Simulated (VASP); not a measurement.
Energy against volume of Tm (hcp). Calculation: r2SCAN+rVV10, VASP's PBE PAW potentials (set 64) (plane waves; VASP). Run with 520 eV cut-off, 12×12×7 Γ-centred mesh, first-order Methfessel-Paxton smearing of 0.10 eV, potentials Tm_3.

The 4f electrons are frozen in the core of the lanthanide potential, so 4f levels, which can set the real gap, and their magnetism are missing.

Shape and ions are relaxed at each volume.

| V (Å³/atom) | E (eV/atom) |
|---|---|
| 28.102 | -34.85464 |
| 28.999 | -34.86893 |
| 29.895 | -34.87398 |
| 30.792 | -34.87091 |

Question: Fit these four points and predict the energy of the run at 31.689 Å³/atom.

Answer: A cubic in V^(−2/3), the third-order Birch-Murnaghan form, passes through the four points with V0 = 29.99 Å³/atom and B0 = 48 GPa, and gives -34.8607 eV/atom there. The run gave -34.8607 eV/atom, -0.0 meV/atom from the fit; all five points give B0 = 48 GPa.

The compound is Tm in the hcp structure. It was relaxed first.
